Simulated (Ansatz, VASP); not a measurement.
## Cross-check of BN between VASP and Ansatz

Aim: how closely do two programs agree when they are given the same cell, functional and k mesh? The cell is taken from a series of runs on this material, whose earlier steps may have relaxed, scaled, displaced or heated it; both programs get it as it stands.

Calculated with Ansatz 0.2.0; plane waves, with VASP 6.6.1 beside it; PBE with D3(BJ).

## Step 1: The structure

Symmetry: P6_3/mmc, No. 194, hexagonal system. The conventional cell has a = 2.496 Å, b = 2.496 Å, c = 6.002 Å, α = 90.00°, β = 90.00°, γ = 120.00°. Nearest to B lie 3 N at 1.44 Å. Nearest to N lie 3 B at 1.44 Å. Farther neighbours and most contacts between anions are not listed.

As a file:

```cif
data_structure
_symmetry_space_group_name_H-M 'P 1'
_symmetry_Int_Tables_number 1
_cell_length_a 2.4955
_cell_length_b 2.4955
_cell_length_c 6.0025
_cell_angle_alpha 90.000
_cell_angle_beta 90.000
_cell_angle_gamma 120.000
_cell_volume 32.37
loop_
_atom_site_label
_atom_site_type_symbol
_atom_site_fract_x
_atom_site_fract_y
_atom_site_fract_z
_atom_site_occupancy
B1 B 0.33333 0.66667 0.25000 1
B2 B 0.66667 0.33333 0.75000 1
N3 N 0.33333 0.66667 0.75000 1
N4 N 0.66667 0.33333 0.25000 1
```

## Step 2: VASP: zone-centre phonons, PBE with D3(BJ), pair 1

Second derivatives magnify differences that forces hide, and they need a tight electronic threshold.

Lines of VASP's logs that name or quote its potential files are left out, and so is its time.

File INCAR:

```
SYSTEM = BN
PREC = Accurate
ENCUT = 600
EDIFF = 1E-08
NELM = 120
ISMEAR = 0
SIGMA = 0.01
LREAL = .FALSE.
ALGO = Normal
GGA = PE
IVDW = 12
NBANDS = 14
LORBIT = 11
LWAVE = .FALSE.
LCHARG = .FALSE.
ISIF = 2
IBRION = 6
NFREE = 2
POTIM = 0.015
NSW = 1
LASPH = .TRUE.
GGA_COMPAT = .FALSE.
EFERMI = MIDGAP
KPAR = 2
```

File POSCAR:

```
BN
1.0
    2.4955196715      0.0000000000      0.0000000000
   -1.2477598358      2.1611834312      0.0000000000
    0.0000000000      0.0000000000      6.0024547515
B N
2 2
Direct
    0.3333333334      0.6666666668      0.2500000000
    0.6666666668      0.3333333334      0.7500000000
    0.3333333334      0.6666666668      0.7500000000
    0.6666666668      0.3333333334      0.2500000000
```

File KPOINTS:

```
Automatic mesh
0
Gamma
12 12 4
0 0 0
```

PAW data sets: B and N (PBE family, release 64).

Run with:

```bash
mpirun -np 2 vasp_std
```

Numbers of over 12 decimals in the logs are rounded to 6 here.

What it wrote:

```text
[banner, memory and clock lines left out]
running    2 mpi-ranks, on    1 nodes
 distrk:  each k-point on    1 cores,    2 groups
 distr:  one band on    1 cores,    1 groups

 POSCAR found type information on POSCAR B N
 POSCAR found :  2 types and       4 ions
 LDA part: xc-table for (Slater+PW92), standard interpolation
 POSCAR, INCAR and KPOINTS ok, starting setup
 FFT: planning ... GRIDC
 FFT: planning ... GRID_SOFT
 FFT: planning ... GRID
 WAVECAR not read
 entering main loop
       N       E                     dE             d eps       ncg     rms          rms(c)
DAV:   1     0.622066091147E+02    0.62207E+02   -0.90230E+03  1596   0.120E+03
DAV:   2    -0.344669607259E+02   -0.96674E+02   -0.87305E+02  2190   0.276E+02
DAV:   3    -0.384830771282E+02   -0.40161E+01   -0.39844E+01  2094   0.564E+01
DAV:   4    -0.385118184181E+02   -0.28741E-01   -0.28733E-01  1908   0.497E+00
DAV:   5    -0.385120963623E+02   -0.27794E-03   -0.27790E-03  2070   0.483E-01    0.113E+01
DAV:   6    -0.353706642808E+02    0.31414E+01   -0.60329E+00  1950   0.210E+01    0.507E+00
DAV:   7    -0.351047902072E+02    0.26587E+00   -0.55654E-01  2016   0.636E+00    0.314E+00
DAV:   8    -0.350391026399E+02    0.65688E-01   -0.23035E-01  1836   0.351E+00    0.432E-01
DAV:   9    -0.350347943102E+02    0.43083E-02   -0.13993E-02  1896   0.107E+00    0.195E-01
DAV:  10    -0.350354735990E+02   -0.67929E-03   -0.10759E-03  1794   0.274E-01    0.330E-02
DAV:  11    -0.350355370406E+02   -0.63442E-04   -0.10509E-04  1980   0.931E-02    0.229E-02
DAV:  12    -0.350355403276E+02   -0.32870E-05   -0.22939E-05  1758   0.408E-02    0.326E-03
DAV:  13    -0.350355404316E+02   -0.10399E-06   -0.79907E-07  2112   0.721E-03    0.888E-04
DAV:  14    -0.350355405013E+02   -0.69715E-07   -0.11437E-07  1734   0.261E-03    0.199E-04
DAV:  15    -0.350355405020E+02   -0.71600E-09   -0.33885E-09  1584   0.465E-04
   1 F= -.35676675E+02 E0= -.35676675E+02  d E =0.000000E+00
[... from here on, the cycles between the ionic steps are left out ...]
   2 F= -.35671903E+02 E0= -.35671903E+02  d E =0.000000E+00
   3 F= -.35671903E+02 E0= -.35671903E+02  d E =0.000000E+00
   4 F= -.35675241E+02 E0= -.35675241E+02  d E =0.000000E+00
   5 F= -.35675241E+02 E0= -.35675241E+02  d E =0.000000E+00
   6 F= -.35671881E+02 E0= -.35671881E+02  d E =0.000000E+00
   7 F= -.35671881E+02 E0= -.35671881E+02  d E =0.000000E+00
   8 F= -.35675170E+02 E0= -.35675170E+02  d E =0.000000E+00
 Finite differences progress:
  Degree of freedom:   4/  4
  Displacement:        1/  2
  Total:               7/  8
 bond charge predicted
       N       E                     dE             d eps       ncg     rms          rms(c)
DAV:   1    -0.350364213148E+02   -0.23881E-02   -0.33315E+00  1932   0.142E+01    0.269E-01
DAV:   2    -0.350347391491E+02    0.16822E-02   -0.16775E-02  2472   0.140E+00    0.161E-01
DAV:   3    -0.350339957751E+02    0.74337E-03   -0.19195E-03  2418   0.451E-01    0.393E-02
DAV:   4    -0.350340309380E+02   -0.35163E-04   -0.40174E-04  2112   0.154E-01    0.115E-02
DAV:   5    -0.350340326444E+02   -0.17064E-05   -0.39606E-06  2592   0.182E-02    0.511E-03
DAV:   6    -0.350340331786E+02   -0.53422E-06   -0.10268E-06  2220   0.867E-03    0.989E-04
DAV:   7    -0.350340332069E+02   -0.28277E-07   -0.63104E-08  2262   0.226E-03    0.282E-04
DAV:   8    -0.350340332096E+02   -0.27260E-08   -0.35068E-09  1506   0.564E-04
   9 F= -.35675170E+02 E0= -.35675170E+02  d E =0.000000E+00
 Finite differences progress:
  Degree of freedom:   4/  4
  Displacement:        2/  2
  Total:               8/  8
```

From OUTCAR (step 2):

```text
ion  position               nearest neighbor table
   1  0.333  0.667  0.250-   4 1.44   4 1.44   4 1.44
   2  0.667  0.333  0.750-   3 1.44   3 1.44   3 1.44
   3  0.333  0.667  0.750-   2 1.44   2 1.44   2 1.44
   4  0.667  0.333  0.250-   1 1.44   1 1.44   1 1.44

  LATTYP: Found a hexagonal cell.
 ALAT       =     2.4955196715
 C/A-ratio  =     2.4052925008

 Subroutine GETGRP returns: Found 24 space group operations
 (whereof 12 operations were pure point group operations)

The static configuration has the point symmetry D_3d.
 The point group associated with its full space group is D_6h.

 Found     57 irreducible k-points:

   k-points           NKPTS =     57   k-points in BZ     NKDIM =     57   number of bands    NBANDS=     14

   dimension x,y,z NGX =    20 NGY =   20 NGZ =   48
   dimension x,y,z NGXF=    40 NGYF=   40 NGZF=   96

   ENCUT  =  600.0 eV  44.10 Ry    6.64 a.u.   4.98  4.98 11.99*2*pi/ulx,y,z

   NELECT =      16.0000    total number of electrons

 k-points in reciprocal lattice and weights: Automatic mesh
   0.00000000  0.00000000  0.00000000       0.002
   0.08333333  0.00000000  0.00000000       0.010
   0.16666667  0.00000000  0.00000000       0.010
   0.25000000  0.00000000  0.00000000       0.010
   0.33333333 -0.00000000  0.00000000       0.010
   0.41666667 -0.00000000  0.00000000       0.010
   0.50000000  0.00000000  0.00000000       0.005
   0.08333333  0.08333333  0.00000000       0.010
   0.16666667  0.08333333  0.00000000       0.021
[...]
0.33333333  0.25000000  0.50000000       0.021
   0.33333333  0.33333333  0.50000000       0.003

 Edisp (eV)   -0.64114

 average (electrostatic) potential at core
       1 -28.0396       2 -28.0401       3 -63.9197       4 -63.9197

 E-fermi :   5.3211

 k-point     1 :       0.0000    0.0000    0.0000
  band No.  band energies     occupation
    ...
      4      -0.2379      2.00000
      5       1.8471      2.00000
      6       1.8471      2.00000
      7       1.9437      2.00000
      8       1.9437      2.00000
      9       9.2375      0.00000
     10      14.7057      0.00000
     11      14.7390      0.00000
     12      14.7390      0.00000
     13      15.0056      0.00000
    ...

 k-point     2 :       0.0833    0.0000    0.0000
  band No.  band energies     occupation
    ...
      4      -0.0754      2.00000
      5       1.2817      2.00000
      6       1.3813      2.00000
      7       1.5802      2.00000
      8       1.6861      2.00000
      9       9.4888      0.00000
     10      14.5042      0.00000
     11      14.5983      0.00000
     12      14.9481      0.00000
     13      15.3419      0.00000
    ...

 k-point     3 :       0.1667    0.0000    0.0000
  band No.  band energies     occupation
    ...
      4      -0.1536      2.00000
      5      -0.0288      2.00000
      6       0.4005      2.00000
      7       0.9336      2.00000
      8       1.0575      2.00000
      9      10.1259      0.00000
     10      13.8281      0.00000
     11      14.1977      0.00000
     12      14.3231      0.00000
     13      14.9367      0.00000
    ...

 Edisp (eV)   -0.64114

  Total       1.04772     1.04772     0.92531    -0.00000     0.00000     0.00000
  in kB      51.85306    51.85306    45.79506    -0.00000     0.00000     0.00000
  external pressure =       49.83 kB  Pullay stress =        0.00 kB

  energy-cutoff  :      600.00
  volume of cell :       32.37
      direct lattice vectors                 reciprocal lattice vectors
     2.495519671  0.000000000  0.000000000     0.400718140  0.231354726  0.000000000
    -1.247759836  2.161183431  0.000000000     0.000000000  0.462709451  0.000000000
     0.000000000  0.000000000  6.002454752     0.000000000  0.000000000  0.166598507

 POSITION                                       TOTAL-FORCE (eV/Angst)
 -----------------------------------------------------------------------------------
     -0.00000      1.44079      1.50061        -0.000000     -0.000000      0.015924
      1.24776      0.72039      4.50184         0.000000     -0.000000     -0.182466
     -0.00000      1.44079      4.48684        -0.000000      0.000000      0.200704
      1.24776      0.72039      1.50061         0.000000     -0.000000     -0.034161
 -----------------------------------------------------------------------------------
    total drift:                               -0.000000     -0.000000      0.000126

  FREE ENERGIE OF THE ION-ELECTRON SYSTEM (eV)
  ---------------------------------------------------
  free  energy   TOTEN  =       -35.6751698620 eV

  energy  without entropy=      -35.6751698620  energy(sigma->0) =      -35.67516986

 Eigenvectors and eigenvalues of the dynamical matrix
 ----------------------------------------------------

   1 f  =   41.256664 THz   259.223264 2PiTHz 1376.174174 cm-1   170.623775 meV
             X         Y         Z           dx          dy          dz
     -0.000000  1.440789  1.500614    -0.238013    0.473763    0.000000
      1.247760  0.720394  4.501841     0.238013   -0.473763   -0.000000
     -0.000000  1.440789  4.501841    -0.210034    0.418071   -0.000000
      1.247760  0.720394  1.500614     0.210034   -0.418071   -0.000000

   2 f  =   41.256664 THz   259.223264 2PiTHz 1376.174173 cm-1   170.623775 meV
             X         Y         Z           dx          dy          dz
     -0.000000  1.440789  1.500614     0.473763    0.238013    0.000000
      1.247760  0.720394  4.501841    -0.473763   -0.238013   -0.000000
     -0.000000  1.440789  4.501841     0.418071    0.210034    0.000000
      1.247760  0.720394  1.500614    -0.418071   -0.210034    0.000000

   3 f  =   41.221589 THz   259.002881 2PiTHz 1375.004199 cm-1   170.478717 meV
             X         Y         Z           dx          dy          dz
     -0.000000  1.440789  1.500614    -0.238460    0.474652    0.000000
      1.247760  0.720394  4.501841    -0.238460    0.474652    0.000000
     -0.000000  1.440789  4.501841     0.209527   -0.417062    0.000000
      1.247760  0.720394  1.500614     0.209527   -0.417062    0.000000

   4 f  =   41.221589 THz   259.002881 2PiTHz 1375.004198 cm-1   170.478717 meV
             X         Y         Z           dx          dy          dz
     -0.000000  1.440789  1.500614     0.474652    0.238460    0.000000
      1.247760  0.720394  4.501841     0.474652    0.238460   -0.000000
     -0.000000  1.440789  4.501841    -0.417062   -0.209527    0.000000
      1.247760  0.720394  1.500614    -0.417062   -0.209527   -0.000000

   5 f  =   23.738377 THz   149.152621 2PiTHz  791.827022 cm-1    98.173994 meV
             X         Y         Z           dx          dy          dz
     -0.000000  1.440789  1.500614    -0.000000   -0.000000    0.524208
      1.247760  0.720394  4.501841     0.000000   -0.000000   -0.524208
     -0.000000  1.440789  4.501841     0.000000   -0.000000    0.474559
      1.247760  0.720394  1.500614    -0.000000    0.000000   -0.474559

   6 f  =   21.087771 THz   132.498371 2PiTHz  703.412316 cm-1    87.211973 meV
             X         Y         Z           dx          dy          dz
     -0.000000  1.440789  1.500614    -0.000000    0.000000   -0.531126
      1.247760  0.720394  4.501841     0.000000   -0.000000   -0.531126
     -0.000000  1.440789  4.501841     0.000000   -0.000000    0.466803
      1.247760  0.720394  1.500614    -0.000000    0.000000    0.466803

   7 f  =    5.957130 THz    37.429749 2PiTHz  198.708454 cm-1    24.636697 meV
             X         Y         Z           dx          dy          dz
     -0.000000  1.440789  1.500614    -0.000000   -0.000000   -0.474559
      1.247760  0.720394  4.501841     0.000000    0.000000    0.474559
     -0.000000  1.440789  4.501841     0.000000    0.000000    0.524208
      1.247760  0.720394  1.500614    -0.000000   -0.000000   -0.524208

   8 f  =    2.210063 THz    13.886235 2PiTHz   73.719762 cm-1     9.140081 meV
             X         Y         Z           dx          dy          dz
     -0.000000  1.440789  1.500614    -0.210335    0.417920   -0.000000
      1.247760  0.720394  4.501841     0.210335   -0.417920   -0.000000
     -0.000000  1.440789  4.501841     0.238354   -0.473592   -0.000000
      1.247760  0.720394  1.500614    -0.238354    0.473592   -0.000000

   9 f  =    2.210063 THz    13.886235 2PiTHz   73.719762 cm-1     9.140081 meV
             X         Y         Z           dx          dy          dz
     -0.000000  1.440789  1.500614    -0.417920   -0.210335    0.000000
      1.247760  0.720394  4.501841     0.417920    0.210335    0.000000
     -0.000000  1.440789  4.501841     0.473592    0.238354    0.000000
      1.247760  0.720394  1.500614    -0.473592   -0.238354    0.000000

  10 f/i=    0.001297 THz     0.008149 2PiTHz    0.043263 cm-1     0.005364 meV
             X         Y         Z           dx          dy          dz
     -0.000000  1.440789  1.500614    -0.316834    0.342723   -0.000000
      1.247760  0.720394  4.501841    -0.316834    0.342723   -0.000000
     -0.000000  1.440789  4.501841    -0.360584    0.390047   -0.000000
      1.247760  0.720394  1.500614    -0.360584    0.390047   -0.000000

  11 f/i=    0.001297 THz     0.008149 2PiTHz    0.043263 cm-1     0.005364 meV
             X         Y         Z           dx          dy          dz
     -0.000000  1.440789  1.500614    -0.342723   -0.316834    0.000000
      1.247760  0.720394  4.501841    -0.342723   -0.316834    0.000000
     -0.000000  1.440789  4.501841    -0.390047   -0.360584    0.000000
      1.247760  0.720394  1.500614    -0.390047   -0.360584    0.000000

  12 f/i=    0.001988 THz     0.012489 2PiTHz    0.066300 cm-1     0.008220 meV
             X         Y         Z           dx          dy          dz
     -0.000000  1.440789  1.500614    -0.000000   -0.000000   -0.466803
      1.247760  0.720394  4.501841    -0.000000   -0.000000   -0.466803
     -0.000000  1.440789  4.501841    -0.000000   -0.000000   -0.531126
      1.247760  0.720394  1.500614    -0.000000   -0.000000   -0.531126

 ELASTIC MODULI CONTR FROM IONIC RELAXATION (kBar)
 Direction    XX          YY          ZZ          XY          YZ          ZX
 --------------------------------------------------------------------------------
 XX        -462.5692    462.5692      0.0000      0.0000      0.0000     -0.0000
 YY         462.5692   -462.5692     -0.0000      0.0000     -0.0000      0.0000
 ZZ           0.0000     -0.0000     -0.0000      0.0000      0.0000     -0.0000
 XY           0.0000      0.0000      0.0000   -462.5692     -0.0000      0.0000
 YZ           0.0000     -0.0000      0.0000     -0.0000     -0.0000      0.0000
 ZX          -0.0000      0.0000     -0.0000      0.0000      0.0000     -0.0000
 --------------------------------------------------------------------------------

 total charge
# of ion       s       p       d       tot
------------------------------------------
    1        0.750   1.438   0.000   2.188
    2        0.750   1.438   0.000   2.188
    3        1.225   2.801   0.000   4.027
    4        1.225   2.801   0.000   4.027
--------------------------------------------------
tot          3.950   8.480   0.000  12.429

[... 3 further parts left out ...]
```

CONTCAR:

```
BN
   1.00000000000000
     2.4955196714999999    0.0000000000000000    0.0000000000000000
    -1.2477598357999999    2.1611834312000000    0.0000000000000000
     0.0000000000000000    0.0000000000000000    6.0024547515000002
  B               N
     2     2
Direct
     0.3333333333999988    0.6666666667999976    0.2500000000000000
     0.6666666667999976    0.3333333333999988    0.7500000000000000
     0.3333333333999989    0.6666666667999978    0.7475010223948376
     0.6666666667999976    0.3333333333999988    0.2500000000000000
```

The last energy, forces, stress and levels in OUTCAR belong to the last displaced cell, not to the cell of POSCAR.

Levels, forces or a CONTCAR printed for this step are those of its last displaced cell, not of the structure at rest.

(Part 1 of 3 ends here.)

[Lines on the potential files, build, host, timing and source positions are cut from VASP's logs without a mark.]

[Logs are printed without paths, hosts, clocks, repeated set-up lines and the standing remarks that a program may print on its own settings, such as how far it seeks lower states.]

[Hosts, paths, dates, database ids (printed as entryN), source tags and the programs' standing remarks are cut or masked in the printed files.]
